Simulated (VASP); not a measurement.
Level of theory: PBE GGA, VASP's PBE PAW potentials (set 64) (plane waves; VASP).

VASP input:

**POSCAR**
```
Pt
2.8272960
  0.0000000000   0.7071067196   0.7071067196
  0.7071067196   0.0000000000   0.7071067196
  0.7071067196   0.7071067196   0.0000000000
Pt
1
direct
  0.0000000000   0.0000000000   0.0000000000
```

**INCAR**
```
PREC=Accurate
ALGO=Normal   ! blocked Davidson
ISMEAR=1
LCHARG=.False.
LMAXMIX=6
EDIFF=1E-6   ! SCF stop (eV)
LWAVE=.False.
NELM=100   ! most electronic steps
LREAL=.False.   ! projection in real space or not
ISIF=2
ENCUT=400   ! plane-wave cut-off (eV)
SYSTEM=Pt
LASPH=.True.
GGA=PE   ! PBE
SIGMA=0.1   ! width (eV)
```

KPOINTS:
```
Automatic mesh
0
Gamma
12 12 12
0 0 0
```

POTCAR, in this order: Pt (PBE.64 set). Program: vasp_std.

Output of the run:

### OSZICAR
```
       N       E                     dE             d eps       ncg     rms          rms(c)
DAV:   1     0.233173308699E+02    0.23317E+02   -0.46430E+03  1536   0.804E+02
DAV:   2    -0.620873888925E+01   -0.29526E+02   -0.27705E+02  1353   0.150E+02
DAV:   3    -0.647143514808E+01   -0.26270E+00   -0.26210E+00  1603   0.139E+01
DAV:   4    -0.647226950641E+01   -0.83436E-03   -0.83431E-03  1488   0.819E-01
DAV:   5    -0.647227519555E+01   -0.56891E-05   -0.56903E-05  1432   0.625E-02    0.109E+01
DAV:   6    -0.612882723836E+01    0.34345E+00   -0.96962E-01  1326   0.882E+00    0.578E+00
DAV:   7    -0.609763847912E+01    0.31189E-01   -0.12394E-01  1381   0.305E+00    0.246E+00
DAV:   8    -0.609468196321E+01    0.29565E-02   -0.30604E-03  1392   0.521E-01    0.403E-01
DAV:   9    -0.609458971008E+01    0.92253E-04   -0.28719E-05  1369   0.555E-02    0.156E-02
DAV:  10    -0.609459439094E+01   -0.46809E-05   -0.18401E-06  1444   0.143E-02    0.443E-03
DAV:  11    -0.609459439195E+01   -0.10132E-08   -0.37225E-08   676   0.182E-03
   1 F= -.60945944E+01 E0= -.60939170E+01  d E =-.203214E-02
```

### OUTCAR
```
------------------------ aborting loop because EDIFF is reached ----------------------------------------
  FORCE on cell =-STRESS in cart. coord.  units (eV):
  Direction    XX          YY          ZZ          XY          YZ          ZX
  --------------------------------------------------------------------------------------
  Total       -0.5336996     -0.5336996     -0.5336996      0.0000000      0.0000000      0.0000000
  in kB      -53.5067726    -53.5067726    -53.5067726      0.0000000      0.0000000      0.0000000
  external PRESSURE =     -53.5067726 kB  Pullay stress =       0.0000000 kB
  volume of cell :       15.98
      direct lattice vectors                 reciprocal lattice vectors
     0.000000000  1.999200000  1.999200000    -0.250100040  0.250100040  0.250100040
     1.999200000  0.000000000  1.999200000     0.250100040 -0.250100040  0.250100040
     1.999200000  1.999200000  0.000000000     0.250100040  0.250100040 -0.250100040
 POSITION                                       TOTAL-FORCE (eV/Angst)
 -----------------------------------------------------------------------------------
      0.00000      0.00000      0.00000        -0.000000     -0.000000      0.000000
 -----------------------------------------------------------------------------------
    total drift:                                0.000000     -0.000000      0.000000
  FREE ENERGIE OF THE ION-ELECTRON SYSTEM (eV)
  ---------------------------------------------------
  free  energy   TOTEN  =        -6.0945943920 eV

  energy  without entropy=       -6.0925622506  energy(sigma->0) =       -6.09391701
```
(Selected blocks of OUTCAR.)

The compound is Pt in the fcc structure. The cell was not relaxed at this level.
